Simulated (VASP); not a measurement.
These are PBE GGA, VASP's PBE PAW potentials (set 64) (plane waves; VASP 6.6.1) values and carry that method's errors.

VASP ran on this input.

POSCAR:
```
CrO2
1
    4.4157220000     0.0000000000     0.0000000000
    0.0000000000     4.4157220000     0.0000000000
    0.0000000000     0.0000000000     2.8437470000
Cr O
2 4
Direct
  0.0000000000   0.0000000000   0.0000000000
  0.5000000000   0.5000000000   0.5000000000
  0.3049600000   0.3049600000   0.0000000000
  0.8049600000   0.1950400000   0.5000000000
  0.1950400000   0.8049600000   0.5000000000
  0.6950400000   0.6950400000   0.0000000000
```

**KPOINTS**
```
Automatic mesh
0
Gamma
3 3 5
0 0 0
```

**INCAR**
```
ALGO=Normal
EDIFF=1E-6
ENCUT=400
GGA=PE
ISIF=2
ISMEAR=-1
ISPIN=2
LASPH=.TRUE.
LCHARG=.FALSE.
LMAXMIX=4
LORBIT=11
LREAL=.FALSE.
LWAVE=.FALSE.
MAGMOM=2*3.0 4*0.0
NELM=100
PREC=Accurate
SIGMA=0.05
SYSTEM=CrO2
```

POTCAR, in this order: Cr_pv O (PBE.64 set). Program: vasp_std.

The run wrote:

OSZICAR:
```
       N       E                     dE             d eps       ncg     rms          rms(c)
DAV:   1     0.541120768506E+03    0.54112E+03   -0.23493E+04  1124   0.146E+03
DAV:   2    -0.121348988045E+02   -0.55326E+03   -0.51557E+03  1236   0.469E+02
DAV:   3    -0.642136676951E+02   -0.52079E+02   -0.51382E+02  1260   0.151E+02
DAV:   4    -0.654756418672E+02   -0.12620E+01   -0.12549E+01  1342   0.231E+01
DAV:   5    -0.655079225752E+02   -0.32281E-01   -0.32274E-01  1353   0.349E+00    0.446E+01
DAV:   6    -0.566041415373E+02    0.89038E+01   -0.11645E+02  1253   0.969E+01    0.342E+01
DAV:   7    -0.526023648846E+02    0.40018E+01   -0.69538E+01  1310   0.934E+01    0.198E+01
DAV:   8    -0.506984083203E+02    0.19040E+01   -0.54812E+00  1207   0.216E+01    0.797E+00
DAV:   9    -0.502869645506E+02    0.41144E+00   -0.16449E+00  1395   0.127E+01    0.258E+00
DAV:  10    -0.503008677806E+02   -0.13903E-01   -0.19330E-01  1263   0.371E+00    0.144E+00
DAV:  11    -0.503025133563E+02   -0.16456E-02   -0.22814E-02  1520   0.117E+00    0.623E-01
DAV:  12    -0.503004352472E+02    0.20781E-02   -0.72717E-03  1476   0.901E-01    0.212E-01
DAV:  13    -0.503004427739E+02   -0.75267E-05   -0.77130E-04  1377   0.257E-01    0.102E-01
DAV:  14    -0.503004217488E+02    0.21025E-04   -0.20158E-04  1385   0.967E-02    0.462E-02
DAV:  15    -0.503004318692E+02   -0.10120E-04   -0.17893E-05  1356   0.369E-02    0.304E-02
DAV:  16    -0.503004270235E+02    0.48457E-05   -0.75955E-06  1328   0.285E-02    0.130E-02
DAV:  17    -0.503004262290E+02    0.79449E-06   -0.29122E-06  1043   0.178E-02
   1 F= -.50300426E+02 E0= -.50292668E+02  d E =-.155167E-01  mag=     4.0000
```

File OUTCAR:
```
------------------------ aborting loop because EDIFF is reached ----------------------------------------
  FORCE on cell =-STRESS in cart. coord.  units (eV):
  Direction    XX          YY          ZZ          XY          YZ          ZX
  --------------------------------------------------------------------------------------
  Total        0.7376822      0.7376822      3.8379927      0.0000000      0.0000000      0.0000000
  in kB       21.3150064     21.3150064    110.8971332      0.0000000      0.0000000      0.0000000
  external PRESSURE =      51.1757154 kB  Pullay stress =       0.0000000 kB
  volume of cell :       55.45
      direct lattice vectors                 reciprocal lattice vectors
     4.415722000  0.000000000  0.000000000     0.226463532  0.000000000  0.000000000
     0.000000000  4.415722000  0.000000000     0.000000000  0.226463532  0.000000000
     0.000000000  0.000000000  2.843747000     0.000000000  0.000000000  0.351648723
 POSITION                                       TOTAL-FORCE (eV/Angst)
 -----------------------------------------------------------------------------------
      0.00000      0.00000      0.00000         0.000000     -0.000000     -0.000000
      2.20786      2.20786      1.42187         0.000000     -0.000000     -0.000000
      1.34662      1.34662      0.00000        -0.272825     -0.272825      0.000000
      3.55448      0.86124      1.42187        -0.272825      0.272825     -0.000000
      0.86124      3.55448      1.42187         0.272825     -0.272825      0.000000
      3.06910      3.06910      0.00000         0.272825      0.272825     -0.000000
 -----------------------------------------------------------------------------------
    total drift:                               -0.000000      0.000000     -0.000000
  FREE ENERGIE OF THE ION-ELECTRON SYSTEM (eV)
  ---------------------------------------------------
  free  energy   TOTEN  =       -50.3004262290 eV

  energy  without entropy=      -50.2849095086  energy(sigma->0) =      -50.29266787

 total charge

# of ion       s       p       d       tot
------------------------------------------
    1        0.381   6.501   4.081  10.963
    2        0.381   6.501   4.081  10.963
    3        1.599   3.498   0.000   5.097
    4        1.599   3.498   0.000   5.097
    5        1.599   3.498   0.000   5.097
    6        1.599   3.498   0.000   5.097
--------------------------------------------------
tot          7.158  26.992   8.163  42.313

 magnetization (x)

# of ion       s       p       d       tot
------------------------------------------
    1        0.023   0.032   2.011   2.066
    2        0.023   0.032   2.011   2.066
    3       -0.002  -0.056   0.000  -0.059
    4       -0.002  -0.056   0.000  -0.059
    5       -0.002  -0.056   0.000  -0.059
    6       -0.002  -0.056   0.000  -0.059
--------------------------------------------------
tot          0.036  -0.161   4.021   3.897
```
(Selected blocks of OUTCAR.)

At this cut-off the stress carries a Pulay error, which pulls relaxed volumes low. The moments were started parallel, and other spin orders were not tried in this run.

The structure was generated: CrO2 was put into an ordered model structure, which need not be its known phase. The cell was not relaxed at this level. The k-mesh is coarse (spacing up to 0.47 per Å, 2π included), so the numbers may not be converged in it.
